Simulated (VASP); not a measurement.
# Driving VASP from ASE on TiAl3, part 3 of 3

Do ASE scripts that read TiAl3 from different structure formats give one answer, and do several routes find one equilibrium volume? All runs use PBEsol. Left out of this account: 1 further run (fields: a reference on another mesh). The start is a computed cell from the Materials Project.

VASP 6.6.1; PBEsol; plane waves and PAW (Ti_sv, Al).

So far. Step 4 (Full relaxation (PBEsol, through ASE)): It ends with forces that vanish by symmetry and a pressure of -0.03 GPa. Step 5 (Energy against volume, from ASE (PBEsol)): The fitted volume lies +0.17 % from the relaxed one.

### Step 6. Relaxation driven by ASE (PBEsol)

Here ASE drives the relaxation and calls VASP for forces and stress at each step.

run.py

```python
import numpy as np
from ase.calculators.vasp import Vasp
from ase import Atoms
from ase.optimize import BFGS
from ase.filters import FrechetCellFilter

atoms = Atoms(['Ti', 'Al', 'Al', 'Al'],
              cell=[[0.0, -3.82221354, 0.0], [-3.82221354, 0.0, 0.0], [1.91110677, -1.91110677, -4.28066879]],
              scaled_positions=[[0.0, 0.0, 0.0], [0.5, 0.5, 0.0], [0.75, 0.75, 0.5], [0.25, 0.25, 0.5]],
              pbc=True)

calc = Vasp(
    xc='pbesol',
    pp='PBE',
    prec='Accurate',
    encut=400,
    ediff=1e-06,
    nelm=100,
    ismear=-1,
    sigma=0.05,
    lreal=False,
    algo='Normal',
    nbands=16,
    lasph=True,
    lorbit=11,
    lwave=False,
    lcharg=False,
    kpar=4,
    isif=2,
    pp_version='64',
    setups={'Ti': '_sv', 'Al': ''},
    kpts=(9, 9, 9),
    gamma=True,
    txt='vasp.out',
)
atoms.calc = calc

BFGS(FrechetCellFilter(atoms)).run(fmax=0.02, steps=30)
print("cell (A, degrees):", np.round(atoms.cell.cellpar(), 4))
print("volume (A^3):", round(atoms.get_volume(), 4))
print("energy (eV):", round(atoms.get_potential_energy(), 6))
print("Fermi level (eV):", round(calc.get_fermi_level(), 4))
print("forces (eV/A):")
print(np.round(atoms.get_forces(), 4))
print("stress (GPa, Voigt, tension positive):", np.round(atoms.get_stress() * 160.21766, 3))
```

Potentials, in the order of the species: Ti_sv and Al (PBE family, release 64).

Launch:

```console
export ASE_VASP_COMMAND="mpirun -np 4 vasp_std"
python run.py
```

Log:

```text
Step     Time          Energy          fmax
BFGS:    0 --:--:--      -22.229200        0.071398
BFGS:    1 --:--:--      -22.229265        0.062715
BFGS:    2 --:--:--      -22.229101        0.004567
cell (A, degrees): [  3.8143   3.8143   5.0535 112.1724  67.8276  90.    ]
volume (A^3): 62.1758
energy (eV): -22.221999
Fermi level (eV): 8.3484
forces (eV/A):
[[ 0. -0.  0.]
 [ 0. -0.  0.]
 [-0. -0. -0.]
 [ 0.  0.  0.]]
stress (GPa, Voigt, tension positive): [ 0.047  0.047  0.013  0.    -0.    -0.   ]
```

Wall time 61 s (4 MPI ranks of Intel Xeon Platinum 8488C (Sapphire Rapids), shared host); peak memory 0.78 GiB.

The INCAR that ASE wrote:

```
ENCUT = 400.000000
SIGMA = 0.050000
EDIFF = 1.00e-06
ALGO = Normal
GGA = PS
PREC = Accurate
ISIF = 2
ISMEAR = -1
KPAR = 4
LORBIT = 11
NBANDS = 16
NELM = 100
LASPH = .TRUE.
LCHARG = .FALSE.
LWAVE = .FALSE.
LREAL = .FALSE.
```

ASE turned this into the KPOINTS:

```
KPOINTS created by Atomic Simulation Environment
0
Gamma
9 9 9
0 0 0
```

vasp.out (the last of its runs):

```text
[... set-up lines as in an earlier step ...]
 entering main loop
       N       E                     dE             d eps       ncg     rms          rms(c)
DAV:   1     0.101584023771E+03    0.10158E+03   -0.81361E+03  2400   0.101E+03
DAV:   2    -0.172477410554E+02   -0.11883E+03   -0.11693E+03  2544   0.279E+02
DAV:   3    -0.241750926842E+02   -0.69274E+01   -0.67644E+01  3904   0.636E+01
DAV:   4    -0.243233733187E+02   -0.14828E+00   -0.14821E+00  2784   0.921E+00
DAV:   5    -0.243285386796E+02   -0.51654E-02   -0.51651E-02  3920   0.162E+00    0.114E+01
DAV:   6    -0.229979748654E+02    0.13306E+01   -0.28142E+01  3584   0.394E+01    0.660E+00
DAV:   7    -0.223121349844E+02    0.68584E+00   -0.86591E+00  3120   0.215E+01    0.311E+00
DAV:   8    -0.222752715603E+02    0.36863E-01   -0.13278E+00  3024   0.917E+00    0.168E+00
DAV:   9    -0.222294017305E+02    0.45870E-01   -0.41278E-01  3280   0.497E+00    0.235E-01
DAV:  10    -0.222308886694E+02   -0.14869E-02   -0.85685E-03  2944   0.698E-01    0.300E-01
DAV:  11    -0.222291355814E+02    0.17531E-02   -0.80015E-03  3496   0.611E-01    0.667E-02
DAV:  12    -0.222291003682E+02    0.35213E-04   -0.36070E-04  3168   0.141E-01    0.353E-02
DAV:  13    -0.222291008659E+02   -0.49769E-06   -0.53604E-06  2776   0.185E-02
   1 F= -.22229101E+02 E0= -.22221999E+02  d E =-.142033E-01
```

OUTCAR, selected parts (step 6):

```text
   ENCUT  =  400.0 eV  29.40 Ry    5.42 a.u.   6.22  6.22  8.24*2*pi/ulx,y,z

   NELECT =      21.0000    total number of electrons

 E-fermi :   8.3484

 k-point     1 :       0.0000    0.0000    0.0000
  band No.  band energies     occupation
    ...
      6       5.4777      2.00000
      7       5.7111      2.00000
      8       6.9124      2.00000
      9       7.1116      2.00000
     10       7.1116      2.00000
     11       9.2004      0.00000
     12      10.1194      0.00000
     13      10.1194      0.00000
     14      10.5747      0.00000
     15      10.8703      0.00000
    ...

  Total       -0.0182689     -0.0182689     -0.0048648      0.0000000     -0.0000000      0.0000000
  in kB       -0.4707615     -0.4707615     -0.1253593      0.0000000     -0.0000000      0.0000000
  external PRESSURE =      -0.3556274 kB  Pullay stress =       0.0000000 kB

 POSITION                                       TOTAL-FORCE (eV/Angst)
 -----------------------------------------------------------------------------------
      0.00000      0.00000      0.00000         0.000000     -0.000000      0.000000
     -1.90716     -1.90716      0.00000         0.000000     -0.000000      0.000000
     -1.90716     -3.81432     -2.13677        -0.000000     -0.000000     -0.000000
      0.00000     -1.90716     -2.13677         0.000000      0.000000      0.000000
 -----------------------------------------------------------------------------------
    total drift:                                0.000000     -0.000000      0.000000

  FREE ENERGIE OF THE ION-ELECTRON SYSTEM (eV)
  ---------------------------------------------------
  free  energy   TOTEN  =       -22.2291008659 eV

  energy  without entropy=      -22.2148975490  energy(sigma->0) =      -22.22199921

[... 3 parts as in an earlier step ...]

[... 13 further parts left out ...]
```

Numbers from this step:

| Property | Result |
| --- | --- |
| optimizer steps | 2 |
| volume after bfgs | 15.54 Å³/atom |

### Step 7. The runs together

| run | atoms | mesh | energy (eV/atom) | pressure (GPa) |
| --- | --- | --- | --- | --- |
| ASE, structure read from an extended xyz file | 4 | 9×9×9 | -5.55551 | -0.686 |
| ASE, structure read from a CIF with its space group | 8 | 6×6×3 | -5.55833 | -0.585 |

### Step 8. Self-consistent run (PBEsol, through ASE), changed input

A single point gives energy, forces and stress at these settings. Some settings are moved from the usual, to see what they do.

Edit run.py of step 6 so:

```diff
@@ -3,4 +3,3 @@
 from ase import Atoms
-from ase.optimize import BFGS
-from ase.filters import FrechetCellFilter
+from ase.dft.bandgap import bandgap
 
@@ -18,4 +17,4 @@
     nelm=100,
-    ismear=-1,
-    sigma=0.05,
+    ismear=1,
+    sigma=0.01,
     lreal=False,
@@ -31,3 +30,3 @@
     setups={'Ti': '_sv', 'Al': ''},
-    kpts=(9, 9, 9),
+    kpts=(2, 2, 2),
     gamma=True,
@@ -37,5 +36,2 @@
 
-BFGS(FrechetCellFilter(atoms)).run(fmax=0.02, steps=30)
-print("cell (A, degrees):", np.round(atoms.cell.cellpar(), 4))
-print("volume (A^3):", round(atoms.get_volume(), 4))
 print("energy (eV):", round(atoms.get_potential_energy(), 6))
@@ -45 +41,3 @@
 print("stress (GPa, Voigt, tension positive):", np.round(atoms.get_stress() * 160.21766, 3))
+gap, p1, p2 = bandgap(calc, direct=False)
+print("gap on the mesh (eV):", round(gap, 4))
```

Log:

```text
energy (eV): -21.947461
Fermi level (eV): 9.0802
forces (eV/A):
[[-0.  0.  0.]
 [-0.  0.  0.]
 [ 0. -0.  0.]
 [ 0.  0. -0.]]
stress (GPa, Voigt, tension positive): [ 0.095  0.095  2.133  0.    -0.    -0.   ]
gap on the mesh (eV): 0.0
```

Elapsed: 7 s, on 4 MPI ranks; peak memory 0.62 GiB.

The INCAR that ASE wrote:

```
ENCUT = 400.000000
SIGMA = 0.010000
EDIFF = 1.00e-06
ALGO = Normal
GGA = PS
PREC = Accurate
ISIF = 2
ISMEAR = 1
KPAR = 4
LORBIT = 11
NBANDS = 16
NELM = 100
LASPH = .TRUE.
LCHARG = .FALSE.
LWAVE = .FALSE.
LREAL = .FALSE.
```

The KPOINTS that ASE wrote:

```
KPOINTS created by Atomic Simulation Environment
0
Gamma
2 2 2
0 0 0
```

VASP's own log, vasp.out:

```text
[... set-up lines as in an earlier step ...]
 entering main loop
       N       E                     dE             d eps       ncg     rms          rms(c)
DAV:   1     0.971686619250E+02    0.97169E+02   -0.83191E+03   128   0.102E+03
DAV:   2    -0.170913958236E+02   -0.11426E+03   -0.11288E+03   144   0.265E+02
DAV:   3    -0.231656852869E+02   -0.60743E+01   -0.60604E+01   208   0.585E+01
DAV:   4    -0.233477652839E+02   -0.18208E+00   -0.18191E+00   136   0.954E+00
DAV:   5    -0.233514564185E+02   -0.36911E-02   -0.38361E-02   208   0.134E+00    0.112E+01
DAV:   6    -0.226393778950E+02    0.71208E+00   -0.24018E+01   160   0.359E+01    0.561E+00
DAV:   7    -0.219938639831E+02    0.64551E+00   -0.55550E+00   144   0.181E+01    0.287E+00
DAV:   8    -0.219502571238E+02    0.43607E-01   -0.15635E-01   152   0.314E+00    0.632E-01
DAV:   9    -0.219481815262E+02    0.20756E-02   -0.99639E-03   184   0.721E-01    0.239E-01
DAV:  10    -0.219479219612E+02    0.25957E-03   -0.24416E-03   184   0.355E-01    0.716E-02
DAV:  11    -0.219479363478E+02   -0.14387E-04   -0.12314E-04   152   0.780E-02    0.316E-02
DAV:  12    -0.219479349832E+02    0.13646E-05   -0.10544E-05   200   0.270E-02    0.123E-02
DAV:  13    -0.219479312985E+02    0.36848E-05   -0.10823E-05   160   0.198E-02    0.461E-03
DAV:  14    -0.219479312615E+02    0.36928E-07   -0.65940E-07   120   0.571E-03
   1 F= -.21947931E+02 E0= -.21947461E+02  d E =-.141047E-02
```

Parts of OUTCAR (step 8):

```text
   k-points           NKPTS =      4   k-points in BZ     NKDIM =      4   number of bands    NBANDS=     16

   NELECT =      21.0000    total number of electrons

 E-fermi :   9.0802

 k-point     1 :       0.0000    0.0000    0.0000
  band No.  band energies     occupation
    ...
      6       5.4914      2.00000
      7       5.6297      2.00000
      8       7.0020      2.00000
      9       7.1428      2.00000
     10       7.1428      2.00000
     11       9.4294      0.00000
     12      10.0496      0.00000
     13      10.0496      0.00000
     14      10.5203      0.00000
     15      10.7008      0.00000
    ...

  Total       -0.0369640     -0.0369640     -0.8326240      0.0000000     -0.0000000      0.0000000
  in kB       -0.9469964     -0.9469964    -21.3313316      0.0000000     -0.0000000      0.0000000
  external PRESSURE =      -7.7417748 kB  Pullay stress =       0.0000000 kB

 POSITION                                       TOTAL-FORCE (eV/Angst)
 -----------------------------------------------------------------------------------
      0.00000      0.00000      0.00000        -0.000000      0.000000      0.000000
     -1.91111     -1.91111      0.00000        -0.000000      0.000000      0.000000
     -1.91111     -3.82221     -2.14033         0.000000     -0.000000      0.000000
      0.00000     -1.91111     -2.14033         0.000000      0.000000     -0.000000
 -----------------------------------------------------------------------------------
    total drift:                                0.000000     -0.000000      0.000000

  FREE ENERGIE OF THE ION-ELECTRON SYSTEM (eV)
  ---------------------------------------------------
  free  energy   TOTEN  =       -21.9479312615 eV

  energy  without entropy=      -21.9465207876  energy(sigma->0) =      -21.94746110

[... 3 parts as in an earlier step ...]

[... 11 further parts left out ...]
```

The run converged; its settings lie outside those of the reference runs, so its numbers are set aside.

Settings moved from the usual: k-mesh = 2×2×2, ISMEAR = 1 and SIGMA = 0.01.

### Step 9. What came out

```yaml
energy_ase_structure_read_from_an_extended_xyz_file: -5.55551 eV/atom
energy_ase_structure_read_from_a_cif_with_its_space_group: -5.55833 eV/atom
volume_from_vasp_s_own_relaxation: 15.57 Å³/atom
volume_from_the_fit_of_the_ase_volume_loop: 15.59 Å³/atom
volume_from_bfgs_in_ase: 15.54 Å³/atom
```

With the structure read from a CIF with its space group, ASE's run differs from the first script by -2.8 meV an atom, on the larger cell and its own mesh. The routes to the equilibrium volume agree within 0.31 %. VASP's relaxation keeps the plane waves of its start, while ASE starts VASP afresh at each cell, and a loop at fixed shape can't relax anything but the volume. With an odd electron count and no spin the cell is a metal by construction.

[Lines on the potential files, build, host, timing and source positions are cut from VASP's logs without a mark.]

[Logs are printed without paths, hosts, clocks, repeated set-up lines and the standing remarks that a program may print on its own settings, such as how far it seeks lower states.]

[Hosts, paths, dates, database ids (printed as entryN), source tags and the programs' standing remarks are cut or masked in the printed files.]

[A measured line is paired with the nearest computed mode of its activity, which favours agreement.]
